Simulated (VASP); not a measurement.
Calculation: PBE GGA, VASP's PBE PAW potentials (set 64) (plane waves; VASP 6.6.1).

A VASP calculation is set up with these files.

**INCAR**
```
LWAVE = .FALSE.
ISMEAR = 1
EDIFF = 1E-6
PREC = Accurate
LREAL = .FALSE.
LCHARG = .FALSE.
SYSTEM = Ba
ISIF = 2   ! forces and stress, cell fixed
ALGO = Normal
ENCUT = 350
LMAXMIX = 4
NELM = 100   ! most electronic steps
SIGMA = 0.1   ! width (eV)
LASPH = .TRUE.   ! aspherical one-centre terms
GGA = PE
```

POSCAR:
```
Ba
1
   -2.5100000000     2.5100000000     2.5100000000
    2.5100000000    -2.5100000000     2.5100000000
    2.5100000000     2.5100000000    -2.5100000000
Ba
1
Direct
  0.0000000000   0.0000000000   0.0000000000
```

**KPOINTS**
```
Automatic mesh
0
Gamma
9 9 9
0 0 0
```

POTCAR, in this order: Ba_sv (PBE.64 set). Program: vasp_std.

Q: What will the output report for the number of irreducible k-points (NKPTS), number of bands (NBANDS), largest plane-wave count, number of space-group operations, FFT grid (NGX, NGY, NGZ)?

A: 
The number of irreducible k-points (NKPTS) is 35. The number of bands (NBANDS) is 9, the largest plane-wave count is 959 and the number of space-group operations is 48. The FFT grid (NGX, NGY, NGZ) comes out as 28 × 28 × 28.

The compound is Ba in the bcc structure. The cell was not relaxed at this level. The run is one of a series of settings (ENCUT = 350 against the base run), some of them coarse on purpose.
